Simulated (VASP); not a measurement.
An input for Ansatz (written as the equivalent of a VASP run, and not itself run):

Ansatz 0.2 input:
```yaml
crystal:
  lattice:
    - [1.5744335, -2.7269988, 0.0000000]
    - [1.5744335, 2.7269988, 0.0000000]
    - [0.0000000, 0.0000000, 4.9684456]
  atoms:
    - { symbol: Hf, position: [0.3333330, 0.6666670, 0.2500000] }
    - { symbol: Hf, position: [0.6666670, 0.3333330, 0.7500000] }
kpoints:
  mp_grid: { grid: [13, 13, 8] }
hamiltonian:
  xc: r2scan
  pseudopotentials: { kind: paw }
scf:
  occupations: { method: methfessel_paxton, width: 0.1 }
  max_iter: 100
relax:
  max_steps: 40
  f_tol: 0.02
  cell: { p_target: 10 }
output: { forces: true, stress: true, eigenvalues: true }
```

**Question.** Translate this input to VASP (INCAR, KPOINTS, POSCAR, choice of POTCAR).

**Answer.** One answer among several that fit: 
INCAR:
```
PSTRESS=100
LCHARG=.False.
ENCUT=500   # plane-wave cut-off (eV)
NELM=100   # most electronic steps
LASPH=.True.
LMAXMIX=6
IBRION=2
ISMEAR=1   # Methfessel-Paxton
EDIFF=1E-6
SYSTEM=Hf
SIGMA=0.1   # width (eV)
ALGO=Normal
LMIXTAU=.True.
LREAL=.False.
LWAVE=.False.
NSW=40
METAGGA=R2SCAN
ISIF=3   # ions, shape and volume
EDIFFG=-0.02   # ionic stop
PREC=Accurate
```

**KPOINTS**
```
Automatic mesh
0
G
13 13 8
```

File POSCAR:
```
Hf
1
    1.5744335358    -2.7269988370     0.0000000000
    1.5744335358     2.7269988370     0.0000000000
    0.0000000000    -0.0000000000     4.9684455989
Hf
2
Direct
  0.3333330000   0.6666670000   0.2500000000
  0.6666670000   0.3333330000   0.7500000000
```

POTCAR, in this order: Hf_pv (PBE.64 set). Program: vasp_std.

What does not carry over: each code has its own PAW files, so the cut-off isn't converted (ENCUT is set for VASP's; basis.ecutwfc is left out, and Ansatz then takes the one that its files recommend); Ansatz stops its SCF on the density residual and VASP on the energy change (EDIFF).

The compound is Hf in the hcp structure. This run relaxes it under an external pressure of 10 GPa. Symmetry was kept, so distortions that lower it aren't found.
